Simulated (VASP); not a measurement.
A convergence study with VASP on V (bcc): a few settings are varied, all else stays as given below, so the limit is that of these other settings. The cell's lengths are 1 % over those of the tabulated start, so it is off equilibrium.

```
V
1.0
   -1.53015     1.53015     1.53015
    1.53015    -1.53015     1.53015
    1.53015     1.53015    -1.53015
V
1
Direct
  0.00000   0.00000   0.00000
```

Calculation: LDA (Ceperley-Alder, Perdew-Zunger), VASP's LDA PAW potentials (set 64) (plane waves; VASP). The last row used: 550 eV cut-off, 14×14×14 Γ-centred mesh, first-order Methfessel-Paxton smearing of 0.10 eV, potentials V_sv.

```json
[
 {"setting": "ALGO = Normal, EDIFF = 1E-2", "E (eV/atom)": "-9.8237", "pressure (GPa)": "-20.97", "electronic steps": "9"},
 {"setting": "ALGO = Normal, EDIFF = 1E-3", "E (eV/atom)": "-9.8237", "pressure (GPa)": "-22.07", "electronic steps": "9"},
 {"setting": "ALGO = Normal, EDIFF = 1E-4", "E (eV/atom)": "-9.8237", "pressure (GPa)": "-22.07", "electronic steps": "9"},
 {"setting": "ALGO = Normal, EDIFF = 1E-5", "E (eV/atom)": "-9.8237", "pressure (GPa)": "-21.71", "electronic steps": "11"},
 {"setting": "ALGO = Normal, EDIFF = 1E-6", "E (eV/atom)": "-9.8237", "pressure (GPa)": "-21.70", "electronic steps": "11"},
 {"setting": "ALGO = Normal, EDIFF = 1E-7", "E (eV/atom)": "-9.8237", "pressure (GPa)": "-21.70", "electronic steps": "11"},
 {"setting": "ALGO = Normal, EDIFF = 1E-8", "E (eV/atom)": "-9.8237", "pressure (GPa)": "-21.67", "electronic steps": "12"},
 {"setting": "ALGO = Normal, EDIFF = 1E-9", "E (eV/atom)": "-9.8237", "pressure (GPa)": "-21.67", "electronic steps": "13"},
 {"setting": "ALGO = Fast, EDIFF = 1E-2", "E (eV/atom)": "-9.8246", "pressure (GPa)": "-12.58", "electronic steps": "8"},
 {"setting": "ALGO = Fast, EDIFF = 1E-3", "E (eV/atom)": "-9.8237", "pressure (GPa)": "-26.45", "electronic steps": "9"},
 {"setting": "ALGO = Fast, EDIFF = 1E-4", "E (eV/atom)": "-9.8237", "pressure (GPa)": "-21.96", "electronic steps": "12"},
 {"setting": "ALGO = Fast, EDIFF = 1E-5", "E (eV/atom)": "-9.8237", "pressure (GPa)": "-21.98", "electronic steps": "12"},
 {"setting": "ALGO = Fast, EDIFF = 1E-6", "E (eV/atom)": "-9.8237", "pressure (GPa)": "-21.53", "electronic steps": "13"},
 {"setting": "ALGO = Fast, EDIFF = 1E-7", "E (eV/atom)": "-9.8237", "pressure (GPa)": "-21.63", "electronic steps": "15"},
 {"setting": "ALGO = Fast, EDIFF = 1E-8", "E (eV/atom)": "-9.8237", "pressure (GPa)": "-21.68", "electronic steps": "16"},
 {"setting": "ALGO = Fast, EDIFF = 1E-9", "E (eV/atom)": "-9.8237", "pressure (GPa)": "-21.67", "electronic steps": "19"},
 {"setting": "ALGO = All, EDIFF = 1E-2", "E (eV/atom)": "-9.8228", "pressure (GPa)": "-21.83", "electronic steps": "12"},
 {"setting": "ALGO = All, EDIFF = 1E-3", "E (eV/atom)": "-9.8235", "pressure (GPa)": "-21.14", "electronic steps": "13"},
 {"setting": "ALGO = All, EDIFF = 1E-4", "E (eV/atom)": "-9.8237", "pressure (GPa)": "-21.77", "electronic steps": "15"},
 {"setting": "ALGO = All, EDIFF = 1E-5", "E (eV/atom)": "-9.8237", "pressure (GPa)": "-21.63", "electronic steps": "16"},
 {"setting": "ALGO = All, EDIFF = 1E-6", "E (eV/atom)": "-9.8237", "pressure (GPa)": "-21.69", "electronic steps": "17"},
 {"setting": "ALGO = All, EDIFF = 1E-7", "E (eV/atom)": "-9.8237", "pressure (GPa)": "-21.67", "electronic steps": "19"},
 {"setting": "ALGO = All, EDIFF = 1E-8", "E (eV/atom)": "-9.8237", "pressure (GPa)": "-21.67", "electronic steps": "21"},
 {"setting": "ALGO = All, EDIFF = 1E-9", "E (eV/atom)": "-9.8237", "pressure (GPa)": "-21.67", "electronic steps": "25"}
]
```

Left out are rungs that failed or repeat a setting and relaxations that didn't move; long series are thinned to 24 rows.

The compound is V in the bcc structure. The cell was not relaxed at this level. The run is not spin-polarised, so no magnetic state was tried.
